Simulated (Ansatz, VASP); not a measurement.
## One calculation of Be5Ge, two programs

```
Be Ge
1.0
     4.40683    0.00000    0.00000
    -2.20341    3.81642    0.00000
     0.00000    0.00000    3.59534
Be Ge
5 1
Direct
  0.33333 0.66667 0.00000
  0.66667 0.33333 0.00000
  0.50000 0.00000 0.50000
  0.50000 0.50000 0.50000
  0.00000 0.50000 0.50000
  0.00000 0.00000 0.00000
```

Alike in both runs: functional PBEsol; k mesh 9 × 9 × 10; occupations fermi-dirac, width 0.15 eV; no spin polarisation.

Ansatz relaxed the structure, and its values are those at the end. VASP's run is a single point on that final structure, the one shown.

|  | VASP | Ansatz |
| --- | --- | --- |
| version | VASP 6.6.1 | Ansatz 0.2.0 |
| potentials or method | VASP PAW PBE potentials, release 64 (Be, Ge_d) | scalar-relativistic, plane waves, PAW |
| plane-wave cutoff (eV) | 520 | 420 |
| valence electrons in the cell | 24 | 24 |

```tsv
	VASP	Ansatz	Ansatz less VASP
gap on the k mesh at the Fermi level (eV)	none	none	-
pressure (GPa)	0.3	0.0	-0.26
```

A gap of «none» marks a metal or a gap that the smearing closes. The functional is the same, so the differences come from potentials, cutoffs and numerics.

Caveats: the PAW data sets were made with another functional, which shifts forces and pressure a little (VASP).
